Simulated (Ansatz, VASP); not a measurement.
## One calculation of H6PtC2, two programs

```
H Pt C
1.0
     0.00000    2.92163    2.92163
     2.92163    0.00000    2.92163
     2.92163    2.92163    0.00000
H Pt C
6 1 2
Direct
  0.68530 0.31470 0.31470
  0.31470 0.68530 0.31470
  0.31470 0.68530 0.68530
  0.68530 0.31470 0.68530
  0.31470 0.31470 0.68530
  0.68530 0.68530 0.31470
  0.00000 0.00000 0.00000
  0.25000 0.25000 0.25000
  0.75000 0.75000 0.75000
```

Change from the starting cell: species swapped into the K2TeBr6 type (Fm-3m, No. 225).

Alike in both runs: task relaxation of cell and atoms; functional PBE; k mesh 6 × 6 × 6; occupations gaussian, width 0.1 eV; no spin polarisation.

|  | VASP | Ansatz |
| --- | --- | --- |
| version | VASP 6.6.1 | Ansatz 0.2.0 |
| potentials or method | VASP PAW PBE potentials, release 64 (H, Pt, C) | scalar-relativistic, plane waves, PAW |
| plane-wave cutoff (eV) | 600 | 420 |
| valence electrons in the cell | 24 | 32 |

Ansatz gave:

* gap on the k mesh at the Fermi level, each at its own relaxed structure (eV): none
* relaxed volume (Å³/atom): 5.56
* relaxed cell length with the largest relative difference (Å): 4.137

Problem. Estimate VASP's values.

Solution. gap on the k mesh at the Fermi level, each at its own relaxed structure (eV): none; relaxed volume (Å³/atom): 5.52; relaxed cell length with the largest relative difference (Å): 4.127.

A gap of «none» marks a metal or a gap that the smearing closes. The two sets of potentials don't hold the same shells in valence.

Spin-orbit coupling is left out, which matters for the levels of Pt.
